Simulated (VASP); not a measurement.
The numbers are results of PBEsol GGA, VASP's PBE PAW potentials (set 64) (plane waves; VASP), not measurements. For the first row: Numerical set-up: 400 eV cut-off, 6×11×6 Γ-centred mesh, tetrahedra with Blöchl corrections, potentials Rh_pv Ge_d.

```
system                   energy (eV/atom)
-----------------------  ----------------
GeRh (space group Pnma)           -7.1184
Rh (fcc)                          -8.1373
Ge (diamond)                      -4.9367
```

The references are the elements' solids at the same level; no temperature or zero-point terms are added.

Q: What is the formation energy per atom of GeRh?

A: The references average (4×(-8.1373) + 4×(-4.9367))/8 = -6.5370 eV, so the formation energy is -7.1184 − (-6.5370) = -0.581 eV/atom.
